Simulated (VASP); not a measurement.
GdN (rock salt): the lattice constant a from VASP (plane waves, PAW) at several levels of theory. Static lattice. The 4f electrons are frozen in the core of the lanthanide potential, so 4f levels, which can set the real gap, and their magnetism are missing. The measured value holds thermal and zero-point effects that the static calculation lacks.

```tsv
level	lattice constant a (Å)	error against measurement
PBE	4.981	+0.1 %
PBEsol	4.925	-1.0 %
RPBE	5.018	+0.9 %
AM05	4.926	-1.0 %
PBE-D3(BJ)	4.938	-0.7 %
PBE-D4	4.939	-0.7 %
optB88-vdW	4.972	-0.0 %
rev-vdW-DF2	4.954	-0.4 %
revTPSS	4.959	-0.3 %
SCAN	4.943	-0.6 %
r2SCAN	4.965	-0.2 %
r2SCAN+rVV10	4.954	-0.4 %
```

Measured: 4.974 Å (as given by F. Natali et al., Progress in Materials Science (2013), arXiv:1208.2410).

The cell of the PBE run:

```xyz
2
Lattice="0.0000 2.4906 2.4906 2.4906 0.0000 2.4906 2.4906 2.4906 0.0000" Properties=species:S:1:pos:R:3 pbc="T T T"
Gd     0.0000     0.0000     0.0000
N      2.4906     2.4906     2.4906
```

Only levels that ran to the end are used. Left out are those held back, those with too coarse a band path, GW runs whose mesh misses a band edge, hybrids' fits of cells that aren't cubic and levels without matching references; a question may draw on a part of the rest.

The compound is GdN in the rock salt structure.
